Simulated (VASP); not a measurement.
# TiC: input slips in a relaxation and what they do

Some relaxations of TiC get a fault in the input on purpose. Which of them show, and how? The starting structure is a measured crystal structure from the Crystallography Open Database. The first relaxation on each setting starts from this cell expanded by 3 % in volume.

Calculated with VASP 6.6.1; Kohn-Sham DFT with plane waves and PAW; PBEsol.

The database entry behind the starting cell differs from later determinations by our own check (about 0.5 % long), so it need not match the best structure at ambient conditions.

## 1. The structure

Symmetry: Fm-3m, No. 225, cubic system. Conventional cell: a = 4.350 Å, b = 4.350 Å, c = 4.350 Å, α = 90.00°, β = 90.00°, γ = 90.00°. Ti has 6 C at 2.17 Å nearest. Nearest to C lie 6 Ti at 2.17 Å. Farther neighbours are not listed.

As a file:

```cif
data_structure
_symmetry_space_group_name_H-M 'P 1'
_symmetry_Int_Tables_number 1
_cell_length_a 3.0759
_cell_length_b 3.0759
_cell_length_c 3.0759
_cell_angle_alpha 60.000
_cell_angle_beta 60.000
_cell_angle_gamma 60.000
_cell_volume 20.58
loop_
_atom_site_label
_atom_site_type_symbol
_atom_site_fract_x
_atom_site_fract_y
_atom_site_fract_z
_atom_site_occupancy
Ti1 Ti 0.50000 0.50000 0.50000 1
C2 C 0.00000 0.00000 0.00000 1
```

## 2. Reference relaxation

This run starts from the cell of an earlier relaxation, which isn't shown; the restart sets up the plane waves anew.

Input file INCAR:

```
SYSTEM = TiC
PREC = Accurate
ENCUT = 520
EDIFF = 1E-06
NELM = 100
ISMEAR = 1
SIGMA = 0.15
LREAL = .FALSE.
ALGO = Normal
GGA = PS
NBANDS = 14
LASPH = .TRUE.
LORBIT = 11
LWAVE = .FALSE.
LCHARG = .FALSE.
KPAR = 8
IBRION = 2
NSW = 50
ISIF = 3
EDIFFG = -0.006
```

Input file POSCAR:

```
TiC
1.0
    0.0000000000      2.1473227619      2.1473227619
    2.1473227619      0.0000000000      2.1473227619
    2.1473227619      2.1473227619      0.0000000000
Ti C
1 1
Direct
    0.5000000000      0.5000000000      0.5000000000
    0.0000000000      0.0000000000      0.0000000000
```

Input file KPOINTS:

```
Automatic mesh
0
Gamma
18 18 18
0 0 0
```

Potentials, in the order of the species: Ti_sv and C (PBE family, release 64).

Started as:

```bash
$ mpirun -np 8 vasp_std
```

Log:

```text
[banner, memory and clock lines left out]
running    8 mpi-ranks, on    1 nodes
 distrk:  each k-point on    1 cores,    8 groups
 distr:  one band on    1 cores,    1 groups

 POSCAR found type information on POSCAR TiC
 POSCAR found :  2 types and       2 ions
|                                                                             |
|           W    W    AA    RRRRR   N    N  II  N    N   GGGG   !!!           |
|           W    W   A  A   R    R  NN   N  II  NN   N  G    G  !!!           |
|           W    W  A    A  R    R  N N  N  II  N N  N  G       !!!           |
|           W WW W  AAAAAA  RRRRR   N  N N  II  N  N N  G  GGG   !            |
|           WW  WW  A    A  R   R   N   NN  II  N   NN  G    G                |
|           W    W  A    A  R    R  N    N  II  N    N   GGGG   !!!           |
|                                                                             |
|     For optimal performance we recommend to set                             |
|       NCORE = 2 up to number-of-cores-per-socket                            |
|     NCORE specifies how many cores store one orbital (NPAR=cpu/NCORE).      |
|     This setting can greatly improve the performance of VASP for DFT.       |
|     The default, NCORE=1 might be grossly inefficient on modern             |
|     multi-core architectures or massively parallel machines. Do your        |
|     Unfortunately you need to use the default for GW and RPA                |
|     calculations (for HF NCORE is supported but not extensively tested      |
|     yet).                                                                   |
|                                                                             |

|                                                                             |
|               ----> ADVICE to this user running VASP <----                  |
|                                                                             |
|     You enforced a specific xc type in the INCAR file but a different       |
|     [... a line on the potential file left out ...]
|     I HOPE YOU KNOW WHAT YOU ARE DOING!                                     |
|                                                                             |

 LDA part: xc-table for (Slater+PW92), standard interpolation
 POSCAR, INCAR and KPOINTS ok, starting setup
 FFT: planning ... GRIDC
 FFT: planning ... GRID_SOFT
 FFT: planning ... GRID
 WAVECAR not read
 entering main loop
       N       E                     dE             d eps       ncg     rms          rms(c)
DAV:   1     0.122547569057E+03    0.12255E+03   -0.85451E+03  5460   0.143E+03
DAV:   2    -0.136555138601E+02   -0.13620E+03   -0.12787E+03  5802   0.356E+02
DAV:   3    -0.246634370111E+02   -0.11008E+02   -0.10818E+02  8690   0.932E+01
DAV:   4    -0.251463096406E+02   -0.48287E+00   -0.48257E+00  6474   0.151E+01
DAV:   5    -0.251629533923E+02   -0.16644E-01   -0.16643E-01  7616   0.239E+00    0.189E+01
DAV:   6    -0.203601305968E+02    0.48028E+01   -0.12535E+01  7804   0.601E+01    0.665E+00
DAV:   7    -0.198439004509E+02    0.51623E+00   -0.20161E+00  6634   0.212E+01    0.528E+00
DAV:   8    -0.198103399712E+02    0.33560E-01   -0.11325E-01  6138   0.418E+00    0.313E+00
DAV:   9    -0.198055765232E+02    0.47634E-02   -0.10156E-01  6602   0.385E+00    0.803E-01
DAV:  10    -0.198042462291E+02    0.13303E-02   -0.98114E-03  7516   0.135E+00    0.709E-01
DAV:  11    -0.198020728089E+02    0.21734E-02   -0.55741E-03  5802   0.112E+00    0.131E-01
DAV:  12    -0.198020613177E+02    0.11491E-04   -0.36460E-04  6222   0.222E-01    0.418E-02
DAV:  13    -0.198020551031E+02    0.62147E-05   -0.15665E-05  7024   0.333E-02    0.600E-03
DAV:  14    -0.198020548697E+02    0.23337E-06   -0.48313E-07  4296   0.926E-03
   1 F= -.19802055E+02 E0= -.19802018E+02  d E =-.198021E+02
 curvature:   0.00 expect dE= 0.000E+00 dE for cont linesearch  0.000E+00
 trial: gam= 0.00000 g(F)=  0.114E-60 g(S)=  0.889E-07 ort = 0.000E+00 (trialstep = 0.100E+01)
 search vector abs. value=  0.890E-07
 reached required accuracy - stopping structural energy minimisation
```

Run time: 6.6 s. Hardware: 8 MPI ranks of Intel Xeon 6975P-C (Granite Rapids), shared host; peak memory 1.4 GiB; 42 s of CPU time.

Lines that name or quote the potential files are left out of all logs, and their timing lines are given in words.

From OUTCAR (step 2):

```text
ion  position               nearest neighbor table
   1  0.500  0.500  0.500-   2 2.15   2 2.15   2 2.15   2 2.15   2 2.15   2 2.15
   2  0.000  0.000  0.000-   1 2.15   1 2.15   1 2.15   1 2.15   1 2.15   1 2.15

  LATTYP: Found a face centered cubic cell.
 ALAT       =     4.2946455238

 Subroutine GETGRP returns: Found 48 space group operations
 (whereof 48 operations were pure point group operations)

The static configuration has the point symmetry O_h .

 Found    195 irreducible k-points:

   k-points           NKPTS =    195   k-points in BZ     NKDIM =    195   number of bands    NBANDS=     14

   dimension x,y,z NGX =    24 NGY =   24 NGZ =   24
   dimension x,y,z NGXF=    48 NGYF=   48 NGZF=   48

   ENCUT  =  520.0 eV  38.22 Ry    6.18 a.u.   5.65  5.65  5.65*2*pi/ulx,y,z

   NELECT =      16.0000    total number of electrons

 k-points in reciprocal lattice and weights: Automatic mesh
   0.00000000  0.00000000  0.00000000       0.000
   0.05555556  0.00000000  0.00000000       0.001
   0.11111111  0.00000000  0.00000000       0.001
   0.16666667  0.00000000  0.00000000       0.001
   0.22222222  0.00000000  0.00000000       0.001
   0.27777778  0.00000000  0.00000000       0.001
   0.33333333  0.00000000  0.00000000       0.001
   0.38888889  0.00000000  0.00000000       0.001
   0.44444444  0.00000000  0.00000000       0.001
[...]
-0.27777778  0.44444444  0.22222222       0.004
  -0.27777778  0.50000000  0.22222222       0.002

 average (electrostatic) potential at core
       1 -70.5803       2 -44.2999

 E-fermi :   9.6071

 k-point     1 :       0.0000    0.0000    0.0000
  band No.  band energies     occupation
      1     -46.6520      2.00000
      2     -22.7644      2.00000
      3     -22.7644      2.00000
      4     -22.7644      2.00000
      5      -2.8820      2.00000
      6      10.2761     -0.00000
      7      10.2761     -0.00000
      8      10.2761     -0.00000
      9      11.3420     -0.00000
     10      11.3420     -0.00000
    ...

 k-point     2 :       0.0556    0.0000    0.0000
  band No.  band energies     occupation
      1     -46.6495      2.00000
      2     -22.7819      2.00000
      3     -22.7660      2.00000
      4     -22.7660      2.00000
      5      -2.8091      2.00000
      6       9.9114     -0.01454
      7      10.1411     -0.00001
      8      10.1411     -0.00001
      9      10.6863     -0.00000
     10      10.6863     -0.00000
    ...

 k-point     3 :       0.1111    0.0000    0.0000
  band No.  band energies     occupation
    ...
      4     -22.7707      2.00000
      5      -2.5942      2.00000
      6       9.1573      2.00019
      7       9.4930      1.95853
      8       9.4930      1.95853
      9      10.6757     -0.00000
     10      10.6757     -0.00000
     11      11.8495     -0.00000
     12      13.2547      0.00000
     13      13.2547      0.00000
    ...

  Total       -0.0011083     -0.0011083     -0.0011083      0.0000000      0.0000000      0.0000000
  in kB       -0.0896667     -0.0896667     -0.0896667      0.0000000      0.0000000      0.0000000
  external PRESSURE =      -0.0896667 kB  Pullay stress =       0.0000000 kB

  energy-cutoff  :      520.00
  volume of cell :       19.80
      direct lattice vectors                 reciprocal lattice vectors
     0.000000000  2.147322762  2.147322762    -0.232848088  0.232848088  0.232848088
     2.147322762  0.000000000  2.147322762     0.232848088 -0.232848088  0.232848088
     2.147322762  2.147322762  0.000000000     0.232848088  0.232848088 -0.232848088

 POSITION                                       TOTAL-FORCE (eV/Angst)
 -----------------------------------------------------------------------------------
      2.14732      2.14732      2.14732         0.000000      0.000000     -0.000000
      0.00000      0.00000      0.00000        -0.000000     -0.000000      0.000000
 -----------------------------------------------------------------------------------
    total drift:                               -0.000000     -0.000000      0.000000

  FREE ENERGIE OF THE ION-ELECTRON SYSTEM (eV)
  ---------------------------------------------------
  free  energy   TOTEN  =       -19.8020548697 eV

  energy  without entropy=      -19.8019449439  energy(sigma->0) =      -19.80201823

 reached required accuracy - stopping structural energy minimisation

 total charge
# of ion       s       p       d       tot
------------------------------------------
    1        2.206   6.263   1.994  10.464
    2        0.893   1.505   0.000   2.398
--------------------------------------------------
tot          3.099   7.769   1.994  12.862

[... 3 further parts left out ...]
```

CONTCAR:

```
TiC
   1.00000000000000
     0.0000000000000000    2.1473227618999999    2.1473227618999999
     2.1473227618999999    0.0000000000000000    2.1473227618999999
     2.1473227618999999    2.1473227618999999    0.0000000000000000
  Ti              C
     1     1
Direct
     0.5000000000000000    0.5000000000000000    0.5000000000000000
     0.0000000000000000    0.0000000000000000    0.0000000000000000
```

The PAW data sets were made with PBE, which is usual practice but a small mismatch for other functionals. The run keeps the 48 symmetry operations of its start, so it cannot find a distortion of lower symmetry.

The reference relaxation ends at 9.901 Å³ an atom. Pressures at 0.985 and 1.015 times this volume, from two more relaxations that aren't shown, give a bulk modulus of 266.7 GPa.

## 3. Relaxation with a loose electronic threshold

A slip made on purpose: a loose electronic threshold. Against step 2 the input has EDIFF = 0.01 (also changed: NELM and NSW).

Changes to INCAR since step 2:

```diff
@@ -3,4 +3,4 @@
 ENCUT = 520
-EDIFF = 1E-06
-NELM = 100
+EDIFF = 0.01
+NELM = 60
 ISMEAR = 1
@@ -17,3 +17,3 @@
 IBRION = 2
-NSW = 50
+NSW = 30
 ISIF = 3
```

Input file POSCAR:

```
TiC
1.0
    0.0000000000      2.1965360541      2.1965360541
    2.1965360541      0.0000000000      2.1965360541
    2.1965360541      2.1965360541      0.0000000000
Ti C
1 1
Direct
    0.5000000000      0.5000000000      0.5000000000
    0.0000000000      0.0000000000      0.0000000000
```

KPOINTS is that of step 2.

Started as:

```bash
$ mpirun -np 8 vasp_std
```

Log:

```text
[banner, memory and clock lines left out]
running    8 mpi-ranks, on    1 nodes
[...]
[... a notice as in an earlier step ...]

 [... a notice as in an earlier step ...]

 LDA part: xc-table for (Slater+PW92), standard interpolation
 POSCAR, INCAR and KPOINTS ok, starting setup
[...]
entering main loop
       N       E                     dE             d eps       ncg     rms          rms(c)
DAV:   1     0.123079172338E+03    0.12308E+03   -0.84820E+03  5476   0.140E+03
DAV:   2    -0.132530078904E+02   -0.13633E+03   -0.12810E+03  5802   0.353E+02
DAV:   3    -0.248743387486E+02   -0.11621E+02   -0.11390E+02  9214   0.929E+01
DAV:   4    -0.252583737328E+02   -0.38403E+00   -0.38390E+00  6256   0.141E+01
[...]
DAV:   8    -0.197743276460E+02    0.25218E-01   -0.11216E-01  6018   0.334E+00    0.376E+00
DAV:   9    -0.197342063222E+02    0.40121E-01   -0.16155E-01  6538   0.581E+00    0.778E-01
DAV:  10    -0.197350828622E+02   -0.87654E-03   -0.18194E-02  6714   0.130E+00
   1 F= -.19735083E+02 E0= -.19735037E+02  d E =-.197351E+02
[... from here on, the cycles between the ionic steps are left out ...]
   2 F= -.19795084E+02 E0= -.19795043E+02  d E =-.600013E-01
   3 F= -.19413878E+02 E0= -.19413927E+02  d E =0.321205E+00
   4 F= -.19794713E+02 E0= -.19794682E+02  d E =-.596305E-01
   5 F= -.19801398E+02 E0= -.19801363E+02  d E =-.663153E-01
   6 F= -.19803389E+02 E0= -.19803342E+02  d E =-.683065E-01
   7 F= -.19802376E+02 E0= -.19802340E+02  d E =-.672931E-01
   8 F= -.19793458E+02 E0= -.19793414E+02  d E =0.891803E-02
   9 F= -.19801287E+02 E0= -.19801243E+02  d E =0.108930E-02
  10 F= -.19803514E+02 E0= -.19803491E+02  d E =-.113813E-02
[...]
reached required accuracy - stopping structural energy minimisation
```

Wall time 21 s (8 MPI ranks); peak memory 1.6 GiB; 2.3 min of CPU time.

Parts of OUTCAR (step 3):

```text
  Total       -0.0023380     -0.0023380     -0.0023380      0.0000000     -0.0000000      0.0000000
  in kB       -0.1884579     -0.1884579     -0.1884579      0.0000000     -0.0000000      0.0000000
  external PRESSURE =      -0.1884579 kB  Pullay stress =       0.0000000 kB

 POSITION                                       TOTAL-FORCE (eV/Angst)
 -----------------------------------------------------------------------------------
      2.14999      2.14999      2.14999         0.000000      0.000000     -0.000000
      0.00000      0.00000      0.00000        -0.000000     -0.000000      0.000000
 -----------------------------------------------------------------------------------
    total drift:                               -0.000000     -0.000000      0.000000

  FREE ENERGIE OF THE ION-ELECTRON SYSTEM (eV)
  ---------------------------------------------------
  free  energy   TOTEN  =       -19.8035141187 eV

  energy  without entropy=      -19.8034455757  energy(sigma->0) =      -19.80349127

[... 2 parts as in an earlier step ...]

[... 2 further parts left out ...]
[key lines of the parts left out:]
E-fermi :   9.5853
```

Logs of long relaxations may skip ionic steps without a mark.

With a loose electronic threshold the cell ends at 9.938 Å³ an atom, +0.37 % from the reference.

## 4. Relaxation with too few electronic steps

A slip made on purpose: too few electronic steps. Against step 2 the input has NELM = 4 (also changed: NSW).

Changes to INCAR since step 3:

```diff
@@ -3,4 +3,4 @@
 ENCUT = 520
-EDIFF = 0.01
-NELM = 60
+EDIFF = 1E-06
+NELM = 4
 ISMEAR = 1
```

POSCAR is that of step 3.

KPOINTS is that of step 3.

Started as:

```bash
$ mpirun -np 8 vasp_std
```

Log:

```text
[... set-up lines as in an earlier step ...]
 entering main loop
       N       E                     dE             d eps       ncg     rms          rms(c)
[... 4 cycles as in an earlier step ...]
 -----------------------------------------------------------------------------
|                                                                             |
|           W    W    AA    RRRRR   N    N  II  N    N   GGGG   !!!           |
|           W    W   A  A   R    R  NN   N  II  NN   N  G    G  !!!           |
|           W    W  A    A  R    R  N N  N  II  N N  N  G       !!!           |
|           W WW W  AAAAAA  RRRRR   N  N N  II  N  N N  G  GGG   !            |
|           WW  WW  A    A  R   R   N   NN  II  N   NN  G    G                |
|           W    W  A    A  R    R  N    N  II  N    N   GGGG   !!!           |
|                                                                             |
|     The electronic self-consistency was not achieved in the given           |
|     number of steps (NELM). The forces and other quantities evaluated       |
|     might not be reliable so examine the results carefully. If you find     |
|     spurious results, we suggest increasing NELM, if you were close to      |
|     convergence or switching to a different ALGO or adjusting the           |
|     density mixing parameters otherwise.                                    |
|                                                                             |
 -----------------------------------------------------------------------------

   1 F= -.25258374E+02 E0= -.25258406E+02  d E =-.252584E+02
[...]
Abort(1) on node <host> (rank 1 in comm 0): application called MPI_Abort(MPI_COMM_WORLD, 1) - process 1
```

The job ended after 33 s (8 MPI ranks).

VASP stopped with an error.

[end of part 1 of 2]

[Lines on the potential files, build, host, timing and source positions are cut from VASP's logs without a mark.]

[Logs are printed without paths, hosts, clocks, repeated set-up lines and the standing remarks that a program may print on its own settings, such as how far it seeks lower states.]

[Hosts, paths, dates, database ids (printed as entryN), source tags and the programs' standing remarks are cut or masked in the printed files.]
